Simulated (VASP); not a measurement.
Crystal: Zn.

```
Zn
1.0
     2.67000    0.00000    0.00000
    -1.33500    2.31229    0.00000
     0.00000    0.00000    4.96600
Zn
2
Cartesian
  0.0000 1.5415 1.2415
  1.3350 0.7708 3.7245
```

| Property | Result |
| --- | --- |
| Program | VASP 6.6.1 |
| Task | relaxation of cell and atoms |
| Functional | LDA |
| Potentials or basis | VASP PAW LDA potentials, release 64 (Zn) |
| Cutoff | 600 eV |
| k mesh | 21 × 21 × 9 |
| Occupations | methfessel-paxton, width 0.1 eV |
| Spin | no spin polarisation |

At the start: pressure -8.9 GPa; volume 15.33 Å³/atom.

Q: Where does the relaxation end?

A: Over 10 steps the energy falls by 52.7 meV/atom and the volume is 13.69 Å³/atom (-10.7 %); space group P6_3/mmc (No. 194, to 0.05 Å).

The path:
```
step  energy change (eV)  largest force (eV/Å)  pressure (GPa)  volume (Å³)
   1              0.0000                0.0000           -8.94        30.66
   2             -0.1011                0.0000            2.09        27.01
   3             -0.1048                0.0000           -0.13        27.52
   4             -0.1047                0.0000            0.19        27.46
   5             -0.1050                0.0000           -0.12        27.52
   6             -0.1051                0.0000           -0.62        27.55
   7             -0.1051                0.0000           -0.20        27.54
   8             -0.1051                0.0000           -0.37        27.54
   9             -0.1053                0.0000           -0.21        27.45
  10             -0.1053                0.0000           -0.04        27.38
```

Final structure:
```yaml
crystal:
  lattice:
    - [2.56548, 0.00000, 0.00000]
    - [-1.28274, 2.22177, 0.00000]
    - [0.00000, 0.00000, 4.80334]
  atoms:
    - { symbol: Zn, position: [0.33333, 0.66667, 0.25000] }
    - { symbol: Zn, position: [0.66667, 0.33333, 0.75000] }
```

Caveat: the volume moved by -11 % from the deposited cell, more than functionals usually miss.
